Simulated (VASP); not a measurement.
SiC (wurtzite):

```xyz
4
Lattice="1.5400 -2.6674 0.0000 1.5400 2.6674 0.0000 0.0000 0.0000 5.0500" Properties=species:S:1:pos:R:3 pbc="T T T"
Si     1.5400    -0.8891     2.5250
Si     1.5400     0.8891     0.0000
C      1.5400    -0.8891     4.4188
C      1.5400     0.8891     1.8937
```

The lowest empty band near K, direction to M, from mBJ (TB09) with spin-orbit coupling in VASP (PAW); its two spin partners are averaged. The gap over the points computed is 3.29 eV, and the next band on that side lies 5.85 eV away at the edge.

Run with 520 eV cut-off, 9×9×5 Γ-centred mesh, Gaussian smearing of 0.050 eV, potentials Si C.

```
distance from the edge in k (1/Å)  distance in energy (meV)
---------------------------------  ------------------------
0.025                                                   5.1
0.035                                                  10.0
0.050                                                  20.5
0.070                                                  40.2
```

Q: Fit E(1 + αE) = ħ²k²/2m* (ħ²/2m0 = 3.810 eV Å²) and predict the row at 0.095 1/Å.

A: The rows don't resolve α, so a parabola serves: the electron mass is m* = 0.465 m0, and so 74.0 meV. The run gave 73.9 meV, -0.1 meV from the fit.

Left out are points under 3 meV from the edge, since the levels carry 0.1 meV, and points farther than half the way to the next band.

The compound is SiC in the wurtzite structure, the rare 2H polytype. The cell was not relaxed at this level.
